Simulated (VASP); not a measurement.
Runs of VASP 6.6.1 on MnPtS3. It takes space group Pm-3m (No. 221, cubic). The conventional cell has a = 4.591 Å, b = 4.591 Å, c = 4.591 Å, α = 90.00°, β = 90.00°, γ = 90.00°. Around Mn (site symmetry m-3m) lie 12 S at 3.25 Å. Around Pt (site symmetry m-3m) lie 6 S at 2.30 Å. Around S (site symmetry 4/mmm) lie 2 Pt at 2.30 Å. The cell was built by a generator and needn't be a form met in nature.

```tsv
task	level	spin	U	cell	k mesh	cutoff (eV)	smearing	LDAUTYPE	hund's J	k mesh for the DOS	pressure (GPa)	moment (μB)	relaxed volume (Å³/atom)
single point	PBE	collinear, ferromagnetic start	-	as given	6 × 6 × 6	520	fermi-dirac 0.05 eV	-	-	-	(b)	4.36	-
relaxation of cell and atoms	PBEsol	collinear, ferromagnetic start	-	relaxed	6 × 6 × 6	600	gaussian 0.05 eV	-	-	-	0.0	4.34	20.10
density of states	PBEsol+D3+U	collinear, ferromagnetic start, SOC	Mn d U = 8 eV, J = 1.0 eV, Pt d U = 5.3 eV, J = 1.0 eV	as given	5 × 5 × 5	520	gaussian 0.01 eV	1	1	8 × 8 × 8	-	(a)	-
relaxation of cell and atoms	PBE	collinear, ferromagnetic start	-	relaxed	6 × 6 × 6	600	gaussian 0.05 eV	-	-	-	0.1	4.32	20.91
```

Alike in all rows: potentials or basis VASP PAW PBE potentials, release 64 (Mn_pv, Pt, S).

Estimate the missing entries.

(a) 4.97; (b) 8.0.

Caveats: a cell with one magnetic atom can't hold antiferromagnetic order, which such compounds often take; the bands computed are all filled at some k points, so no gap is given (some runs); the PAW data sets were made with another functional, which shifts forces and pressure a little (some runs); semilocal functionals often make such compounds metallic where correlation or magnetic order opens a gap, which also shifts bond lengths (some runs).

Not every run made on this cell is shown here.
